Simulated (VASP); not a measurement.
```
RuSe
1.0
    3.12553     0.00000     0.00000
    0.00000     3.12553     0.00000
    0.00000     0.00000     3.12553
Ru Se
1 1
Direct
  0.00000   0.00000   0.00000
  0.50000   0.50000   0.50000
```

Method: PBE GGA, VASP's PBE PAW potentials (set 64) (plane waves; VASP 6.6.1). Settings: 400 eV cut-off, Gaussian smearing of 0.050 eV, potentials Ru_pv Se.

**Question.** Predict the band gap (along the path) with the smallest direct gap where there is one.

**Answer.** 
```
Quantity                                                      Value
-------------------------  ----------------------------------------
band gap (along the path)  none (metal, semimetal or under 0.01 eV)
```

The absolute energy has meaning only against runs of the same code, potentials and settings.

The structure was generated: RuSe was put into the CsCl type type (Pm-3m), which need not be its known phase. It was relaxed first, which changed the volume by -26 %.
